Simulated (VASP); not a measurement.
These are vdW-DF2, VASP's PBE PAW potentials (set 64) (plane waves; VASP 6.6.1) values and carry that method's errors.

VASP input:

INCAR:
```
SYSTEM = Si
PREC = Accurate; ENCUT = 520; LREAL = .FALSE.
LASPH = .TRUE.
EDIFF = 1E-6; NELM = 100; ALGO = Normal
ISMEAR = 0; SIGMA = 0.05
GGA = ML; LUSE_VDW = .TRUE.; AGGAC = 0.0
ZAB_VDW = -1.8867
IBRION = 2; NSW = 60; ISIF = 3
EDIFFG = -0.01
LWAVE = .FALSE.; LCHARG = .FALSE.
```

### KPOINTS
```
Regular mesh
0
Gamma
 8 8 8
0 0 0
```

POSCAR:
```
Si
1
    0.0000000000     2.7155000000     2.7155000000
    2.7155000000     0.0000000000     2.7155000000
    2.7155000000     2.7155000000     0.0000000000
Si
2
Direct
  0.0000000000   0.0000000000   0.0000000000
  0.2500000000   0.2500000000   0.2500000000
```

POTCAR, in this order: Si (PBE.64 set). Program: vasp_std.

The run wrote:

File OSZICAR:
```
       N       E                     dE             d eps       ncg     rms          rms(c)
DAV:   1     0.107586929914E+02    0.10759E+02   -0.31706E+03   464   0.759E+02
DAV:   2    -0.728401806210E+01   -0.18043E+02   -0.17041E+02   704   0.841E+01
DAV:   3    -0.760168247556E+01   -0.31766E+00   -0.31766E+00   608   0.134E+01
DAV:   4    -0.760337211090E+01   -0.16896E-02   -0.16896E-02   728   0.967E-01
DAV:   5    -0.760338158552E+01   -0.94746E-05   -0.94746E-05   656   0.436E-02    0.354E+00
DAV:   6    -0.752233099459E+01    0.81051E-01   -0.14644E-01   584   0.238E+00    0.233E+00
DAV:   7    -0.747288623481E+01    0.49445E-01   -0.41922E-01   584   0.380E+00    0.453E-01
DAV:   8    -0.747259006924E+01    0.29617E-03   -0.19312E-02   560   0.100E+00    0.199E-01
DAV:   9    -0.747189821929E+01    0.69185E-03   -0.41630E-03   592   0.424E-01    0.347E-02
DAV:  10    -0.747190934143E+01   -0.11122E-04   -0.46838E-05   712   0.704E-02    0.142E-02
DAV:  11    -0.747191573556E+01   -0.63941E-05   -0.18854E-05   544   0.458E-02    0.557E-03
DAV:  12    -0.747191661119E+01   -0.87562E-06   -0.46355E-07   496   0.818E-03
   1 F= -.74719166E+01 E0= -.74719166E+01  d E =-.747192E+01
       N       E                     dE             d eps       ncg     rms          rms(c)
DAV:   1    -0.754289491480E+01   -0.70979E-01   -0.18864E+00   568   0.763E+00    0.107E+00
DAV:   2    -0.751375189938E+01    0.29143E-01   -0.29380E-02   544   0.121E+00    0.666E-01
DAV:   3    -0.749793851728E+01    0.15813E-01   -0.41770E-02   512   0.105E+00    0.103E-01
DAV:   4    -0.749791659679E+01    0.21920E-04   -0.55859E-04   568   0.208E-01    0.751E-02
DAV:   5    -0.749787771496E+01    0.38882E-04   -0.80638E-05   632   0.863E-02    0.425E-03
DAV:   6    -0.749787794421E+01   -0.22925E-06   -0.63733E-07   488   0.761E-03
   2 F= -.74978779E+01 E0= -.74978779E+01  d E =-.259613E-01
       N       E                     dE             d eps       ncg     rms          rms(c)
DAV:   1    -0.751642895540E+01   -0.18551E-01   -0.27469E-01   544   0.297E+00    0.404E-01
DAV:   2    -0.751212573386E+01    0.43032E-02   -0.45552E-03   568   0.462E-01    0.249E-01
DAV:   3    -0.750996225464E+01    0.21635E-02   -0.56957E-03   520   0.389E-01    0.431E-02
DAV:   4    -0.750996373045E+01   -0.14758E-05   -0.74520E-05   608   0.775E-02    0.336E-02
DAV:   5    -0.750996724069E+01   -0.35102E-05   -0.12012E-05   664   0.337E-02    0.283E-03
DAV:   6    -0.750996666885E+01    0.57185E-06   -0.20641E-07   328   0.340E-03
   3 F= -.75099667E+01 E0= -.75099667E+01  d E =-.380501E-01
```

**OUTCAR**
```
------------------------ aborting loop because EDIFF is reached ----------------------------------------
  FORCE on cell =-STRESS in cart. coord.  units (eV):
  Direction    XX          YY          ZZ          XY          YZ          ZX
  --------------------------------------------------------------------------------------
  Total       -0.0003484     -0.0003484     -0.0003484      0.0000000     -0.0000000     -0.0000000
  in kB       -0.0131376     -0.0131376     -0.0131376      0.0000000     -0.0000000     -0.0000000
  external PRESSURE =      -0.0131376 kB  Pullay stress =       0.0000000 kB
  volume of cell :       42.49
      direct lattice vectors                 reciprocal lattice vectors
    -0.000000000  2.769632447  2.769632447    -0.180529370  0.180529370  0.180529370
     2.769632447 -0.000000000  2.769632447     0.180529370 -0.180529370  0.180529370
     2.769632447  2.769632447 -0.000000000     0.180529370  0.180529370 -0.180529370
 POSITION                                       TOTAL-FORCE (eV/Angst)
 -----------------------------------------------------------------------------------
      0.00000      0.00000      0.00000         0.000000      0.000000      0.000000
      1.38482      1.38482      1.38482        -0.000000     -0.000000     -0.000000
 -----------------------------------------------------------------------------------
    total drift:                               -0.000000     -0.000000     -0.000000
  FREE ENERGIE OF THE ION-ELECTRON SYSTEM (eV)
  ---------------------------------------------------
  free  energy   TOTEN  =        -7.5099666688 eV

  energy  without entropy=       -7.5099666688  energy(sigma->0) =       -7.50996667

 reached required accuracy - stopping structural energy minimisation
```
(Selected blocks of OUTCAR.)

### CONTCAR
```
Si
   1.00000000000000
    -0.0000000000000000    2.7696324465216469    2.7696324465216469
     2.7696324465216469   -0.0000000000000000    2.7696324465216469
     2.7696324465216469    2.7696324465216469   -0.0000000000000000
  Si
     2
Direct
     0.0000000000000000    0.0000000000000000    0.0000000000000000
     0.2500000000000000    0.2500000000000000    0.2500000000000000
```

Energy and stress use the plane-wave basis of the starting cell.

The compound is Si in the diamond structure. This run relaxes it. Symmetry was kept, so distortions that lower it aren't found.
